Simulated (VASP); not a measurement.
Computed with PBE GGA, VASP's PBE PAW potentials (set 64) (plane waves; VASP 6.6.1).

VASP input:

POSCAR:
```
Pb
1
    0.0000000000     2.4750000000     2.4750000000
    2.4750000000     0.0000000000     2.4750000000
    2.4750000000     2.4750000000     0.0000000000
Pb
1
Direct
  0.0000000000   0.0000000000   0.0000000000
```

**INCAR**
```
SYSTEM = Pb
PREC = Accurate; ENCUT = 300; LREAL = .FALSE.
LASPH = .TRUE.
EDIFF = 1E-6; NELM = 100; ALGO = Normal
LMAXMIX = 4
ISMEAR = -1; SIGMA = 0.1
GGA = PE
ISIF = 2
LWAVE = .FALSE.; LCHARG = .FALSE.
```

**KPOINTS**
```
K-points
0
G
9 9 9
```

KPOINTS_OPT:
```
k-points along high-symmetry lines
10
Line-mode
Reciprocal
  0.000000   0.000000   0.000000 ! GAMMA
  0.500000   0.000000   0.500000 ! X

  0.500000   0.000000   0.500000 ! X
  0.625000   0.250000   0.625000 ! U

  0.375000   0.375000   0.750000 ! K
  0.000000   0.000000   0.000000 ! GAMMA

  0.000000   0.000000   0.000000 ! GAMMA
  0.500000   0.500000   0.500000 ! L

  0.500000   0.500000   0.500000 ! L
  0.500000   0.250000   0.750000 ! W

  0.500000   0.250000   0.750000 ! W
  0.500000   0.000000   0.500000 ! X
```

POTCAR, in this order: Pb_d (PBE.64 set). Program: vasp_std.

At this cut-off the stress carries a Pulay error, which pulls relaxed volumes low. Unless said otherwise, spin-orbit coupling is left out, though it shifts the bands of the heavy elements here.

Question: Predict the energy per atom (σ→0), pressure, band gap (over mesh and band path).

Answer: 
| Item | Value |
|---|---|
| energy per atom (σ→0) | -3.569 eV/atom |
| band gap (over mesh and band path) | none (metal, semimetal or under 0.01 eV) |
| pressure | 1.61 GPa |

OSZICAR:
```
...
DAV:   6    -0.357730464675E+01    0.85861E-02   -0.11903E-02   940   0.197E+00    0.275E-01
DAV:   7    -0.357467047973E+01    0.26342E-02   -0.60928E-03   917   0.133E+00    0.865E-02
DAV:   8    -0.357456350044E+01    0.10698E-03   -0.36072E-04   902   0.377E-01    0.105E-02
DAV:   9    -0.357456068656E+01    0.28139E-05   -0.93284E-06   940   0.576E-02    0.504E-03
DAV:  10    -0.357456060414E+01    0.82417E-07   -0.13940E-06   807   0.115E-02
   1 F= -.35745606E+01 E0= -.35685600E+01  d E =-.120012E-01
       N       E                     dE             ncg
       N       E                     dE             ncg
```

The structure is a typed Pb crystal (Fm-3m). The cell was not relaxed at this level.
